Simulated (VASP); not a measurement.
A convergence study with VASP on Si (diamond): a few settings are varied, all else stays as given below, so the limit is that of these other settings.

```
Si
1.0
    0.00000     2.71550     2.71550
    2.71550     0.00000     2.71550
    2.71550     2.71550     0.00000
Si
2
Direct
  0.00000   0.00000   0.00000
  0.25000   0.25000   0.25000
```

These are PBE GGA, VASP's PBE PAW potentials (set 64) (plane waves; VASP) values and carry that method's errors. The last row used: 550 eV cut-off, 15×15×15 Γ-centred mesh, second-order Methfessel-Paxton smearing of 0.40 eV, potentials Si.

Gaps are read on the run's mesh, which can miss a band edge.

```tsv
setting	E (eV/atom)	pressure (GPa)	gap on the mesh (eV)	irreducible k-points
ISMEAR = -1, SIGMA = 0.01, 4×4×4 mesh	-5.3285	2.57	0.694	8
ISMEAR = -1, SIGMA = 0.2, 4×4×4 mesh	-5.3257	2.41	0.699	8
ISMEAR = 0, SIGMA = 0.01, 4×4×4 mesh	-5.3285	2.57	0.694	8
ISMEAR = 0, SIGMA = 0.2, 4×4×4 mesh	…	…	0.694	8
ISMEAR = 1, SIGMA = 0.01, 4×4×4 mesh	-5.3285	2.57	0.694	8
ISMEAR = 1, SIGMA = 0.2, 4×4×4 mesh	-5.3283	2.57	0.694	8
ISMEAR = 2, SIGMA = 0.01, 4×4×4 mesh	-5.3285	2.57	0.694	8
ISMEAR = 2, SIGMA = 0.2, 4×4×4 mesh	-5.3283	2.57	0.694	8
ISMEAR = -1, SIGMA = 0.05, 9×9×9 mesh	-5.4217	1.93	0.585	35
ISMEAR = -1, SIGMA = 0.2, 9×9×9 mesh	-5.4198	1.87	0.587	35
ISMEAR = 0, SIGMA = 0.05, 9×9×9 mesh	-5.4217	1.93	0.585	35
ISMEAR = 0, SIGMA = 0.2, 9×9×9 mesh	-5.4216	1.93	0.585	35
ISMEAR = 1, SIGMA = 0.05, 9×9×9 mesh	-5.4217	1.93	0.585	35
ISMEAR = 1, SIGMA = 0.2, 9×9×9 mesh	-5.4217	1.93	0.585	35
ISMEAR = 2, SIGMA = 0.05, 9×9×9 mesh	-5.4217	1.93	0.585	35
ISMEAR = 2, SIGMA = 0.2, 9×9×9 mesh	-5.4216	1.93	0.585	35
ISMEAR = -1, SIGMA = 0.05, 15×15×15 mesh	-5.4225	1.93	0.582	120
ISMEAR = -1, SIGMA = 0.4, 15×15×15 mesh	-5.4046	1.85	0.592	120
ISMEAR = 0, SIGMA = 0.05, 15×15×15 mesh	-5.4225	1.93	0.582	120
ISMEAR = 0, SIGMA = 0.4, 15×15×15 mesh	…	…	…	120
ISMEAR = 1, SIGMA = 0.05, 15×15×15 mesh	-5.4225	1.93	0.582	120
ISMEAR = 1, SIGMA = 0.4, 15×15×15 mesh	-5.4226	1.94	0.582	120
ISMEAR = 2, SIGMA = 0.05, 15×15×15 mesh	-5.4225	1.93	0.582	120
ISMEAR = 2, SIGMA = 0.4, 15×15×15 mesh	-5.4225	1.93	0.582	120
```

Complete the blanks.

- ISMEAR = 0, SIGMA = 0.2, 4×4×4 mesh, E (eV/atom): -5.3284
- ISMEAR = 0, SIGMA = 0.2, 4×4×4 mesh, pressure (GPa): 2.56
- ISMEAR = 0, SIGMA = 0.4, 15×15×15 mesh, E (eV/atom): -5.4219
- ISMEAR = 0, SIGMA = 0.4, 15×15×15 mesh, pressure (GPa): 1.91
- ISMEAR = 0, SIGMA = 0.4, 15×15×15 mesh, gap on the mesh (eV): 0.583

Left out are rungs that failed or repeat a setting and relaxations that didn't move; long series are thinned to 24 rows.

The compound is Si in the diamond structure. The cell was not relaxed at this level.
